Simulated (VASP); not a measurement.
OSZICAR of a VASP run on LiCl (rock salt):

OSZICAR:
```
       N       E                     dE             d eps       ncg     rms          rms(c)
DAV:   1     0.438241797867E+02    0.43824E+02   -0.43819E+03   630   0.101E+03
DAV:   2    -0.353948327155E+01   -0.47364E+02   -0.45532E+02   866   0.159E+02
DAV:   3    -0.533507049570E+01   -0.17956E+01   -0.17934E+01   799   0.382E+01
DAV:   4    -0.537692095954E+01   -0.41850E-01   -0.41813E-01   997   0.537E+00
DAV:   5    -0.537738516090E+01   -0.46420E-03   -0.46407E-03   832   0.518E-01    0.223E+00
DAV:   6    -0.529993456302E+01    0.77451E-01   -0.18741E-01   717   0.252E+00    0.156E+00
DAV:   7    -0.530127759751E+01   -0.13430E-02   -0.56963E-02   915   0.156E+00    0.871E-01
DAV:   8    -0.530507985796E+01   -0.38023E-02   -0.83784E-03   704   0.868E-01    0.146E-01
DAV:   9    -0.530505263650E+01    0.27221E-04   -0.49487E-04   888   0.196E-01    0.411E-02
DAV:  10    -0.530510399978E+01   -0.51363E-04   -0.71702E-05   709   0.893E-02    0.152E-02
DAV:  11    -0.530510815560E+01   -0.41558E-05   -0.43404E-06   901   0.242E-02    0.284E-03
DAV:  12    -0.530510877903E+01   -0.62343E-06   -0.42456E-07   699   0.687E-03    0.107E-03
DAV:  13    -0.530510866942E+01    0.10961E-06   -0.44133E-08   576   0.231E-03    0.407E-04
DAV:  14    -0.530510862238E+01    0.47039E-07   -0.74966E-09   363   0.907E-04
   1 F= -.53051086E+01 E0= -.53051086E+01  d E =-.201409E-24
```

Task: Which electronic solver shows in the log?

Result: It is blocked Davidson (ALGO = Normal, or the opening steps of other solvers). The INCAR had ALGO = Normal.

Task: Can the final energy be trusted as converged?

Result: The run converged. It stopped with EDIFF = 1E-7, NELM = 100 (rev-vdW-DF2, plane waves, VASP's PBE PAW potentials (set 64)).

The compound is LiCl in the rock salt structure. This cell is one point of a volume scan, at 1.03 of the reference volume.
